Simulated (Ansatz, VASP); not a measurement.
ZnP2O in VASP and in Ansatz

The input INCAR:

```
SYSTEM = ZnP2O
PREC = Accurate ; ENCUT = 520
EDIFF = 1E-6 ; ISMEAR = -1
SIGMA = 0.1 ; LREAL = .False.
LASPH = .True. ; NELM = 80
ALGO = Fast ; ISIF = 2
LWAVE = .False. ; LCHARG = .False.
GGA = PE ; NBANDS = 38
```

Contents of KPOINTS:

```
regular mesh
0
Gamma
  8 8 8
  0 0 0
```

POSCAR

```
ZnP2O
1.0
    0.0000000000      5.0852440000      0.0000000000
    5.0852440000      0.0000000000      0.0000000000
    2.5426220000      2.5426220000     -5.0107350000
O Zn P
2 2 4
Direct
    0.5000000000      0.5000000000      0.0000000000
    0.2500000000      0.7500000000      0.5000000000
    0.0000000000      0.0000000000      0.0000000000
    0.7500000000      0.2500000000      0.5000000000
    0.3750000000      0.3890000000      0.7500000000
    0.6110000000      0.1250000000      0.2500000000
    0.8750000000      0.8610000000      0.7500000000
    0.1390000000      0.6250000000      0.2500000000
```

Input for Ansatz:

```yaml
crystal:
  lattice:
    - [0.0, 5.085244, 0.0]
    - [5.085244, 0.0, 0.0]
    - [2.542622, 2.542622, -5.010735]
  atoms:
    - { symbol: O, position: [0.5, 0.5, 0.0] }
    - { symbol: O, position: [0.25, 0.75, 0.5] }
    - { symbol: Zn, position: [0.0, 0.0, 0.0] }
    - { symbol: Zn, position: [0.75, 0.25, 0.5] }
    - { symbol: P, position: [0.375, 0.389, 0.75] }
    - { symbol: P, position: [0.611, 0.125, 0.25] }
    - { symbol: P, position: [0.875, 0.861, 0.75] }
    - { symbol: P, position: [0.139, 0.625, 0.25] }
  symmetry: { tolerance: 0.0003 }
kpoints:
  mp_grid: { grid: [8, 8, 8], shift: [0, 0, 0] }
  band_path:
    path:
      - [0.0, 0.0, 0.0]
      - [0.5, 0.5, 0.5]
      - [0.5, 0.5, 0.25]
      - [0.0, 0.5, 0.0]
      - [0.0, 0.0, 0.0]
      - [0.0, 0.0, -0.5]
      - [0.0, 0.37125489, -0.31437255]
      - [0.0, 0.62874511, 0.31437255]
      - [0.0, 0.0, 0.0]
      - [0.5, 0.5, 0.5]
      - [0.37125489, 0.62874511, 0.5]
    npoints: 6
magnetization:
  spin_polarized: false
scf:
  occupations: { method: fermi_dirac }
  lower_state_search: "off"
  max_iter: 200
hamiltonian:
  pseudopotentials: { kind: paw }
  xc: pbe
basis:
  ecutwfc: 420
  fft_grid_basis: typed
output:
  forces: true
  stress: true
  eigenvalues: true
  bader: true
  populations: true
  elf: true
  write_potential: true
  volumetric_format: npy
  dos:
    e_range: [-12, 8]
    de: 0.05
    projected: { site_lists: { O: [O], P: [P], Zn: [Zn] } }
checkpoint:
  read: saved_state
```

Alike in both runs: task single point; functional PBE; k mesh 8 × 8 × 8; no spin polarisation.

|  | VASP | Ansatz |
| --- | --- | --- |
| version | VASP 6.6.1 | Ansatz 0.2.0 |
| potentials or method | VASP PAW PBE potentials, release 64 (O, Zn, P) | PAW plane waves |
| plane-wave cutoff (eV) | 520 | 420 |
| occupations | fermi-dirac, width 0.1 eV | fermi-dirac |
| valence electrons in the cell | 56 | 56 |

```tsv
	VASP	Ansatz	Ansatz less VASP
pressure (GPa)	4.1	4.0	-0.07
largest component of the traceless stress (GPa)	2.73	2.74	+0.005
rms of the force components (eV/Å)	0.638	0.627	-0.0109
```

Atom by atom the forces differ by 0.011 eV/Å (rms over components).

Caveats: forces of over 1 eV/Å show positions far from the minimum, so gaps and moduli don't describe the material at rest.
